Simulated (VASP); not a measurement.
An input for Quantum ESPRESSO's pw.x (written as the equivalent of a VASP run, and not itself run):

```
&CONTROL
  calculation = 'scf'
  pseudo_dir = './pseudo'
  outdir = './out'
  tprnfor = .true.
  tstress = .true.
/
&SYSTEM
  ibrav = 0
  nat = 2
  ntyp = 2
  ecutwfc = 84
  occupations = 'tetrahedra'
  input_dft = 'vdw-df2'
/
&ELECTRONS
  conv_thr = 7.3e-09
  electron_maxstep = 100
/
ATOMIC_SPECIES
  K 39.098 K.upf
  F 18.998 F.upf
CELL_PARAMETERS angstrom
     0.0000000    2.6996631    2.6996631
     2.6996631    0.0000000    2.6996631
     2.6996631    2.6996631    0.0000000
ATOMIC_POSITIONS crystal
  K    0.0000000  0.0000000  0.0000000
  F    0.5000000  0.5000000  0.5000000
K_POINTS automatic
  9 9 9 0 0 0
```

**Question.** Write the VASP files for the same calculation (vdW-DF2).

**Answer.** This is not unique; one that fits is 
INCAR:
```
AGGAC=0.0
ALGO=Normal
EDIFF=1E-7
ENCUT=520
GGA=ML
ISIF=2
ISMEAR=-5
LASPH=.True.
LCHARG=.True.
LORBIT=11
LREAL=.False.
LUSE_VDW=.True.
LWAVE=.False.
NEDOS=601
NELM=100
PREC=Accurate
SYSTEM=KF
ZAB_VDW=-1.8867
```

### KPOINTS
```
Regular mesh
0
G
9 9 9
0 0 0
```

File POSCAR:
```
KF
1
    0.0000000000     2.6996631199     2.6996631199
    2.6996631199     0.0000000000     2.6996631199
    2.6996631199     2.6996631199     0.0000000000
K F
1 1
Direct
  0.0000000000   0.0000000000   0.0000000000
  0.5000000000   0.5000000000   0.5000000000
```

POTCAR, in this order: K_sv F (PBE.64 set). Program: vasp_std.

What does not carry over: the potentials are each code's own (VASP's PAW set, PseudoDojo norm-conserving files in pw.x), so ENCUT and ecutwfc are chosen apart and not converted; conv_thr bounds pw.x's estimated SCF error, while EDIFF bounds the energy change between steps.

The compound is KF in the rock salt structure. It was relaxed first.
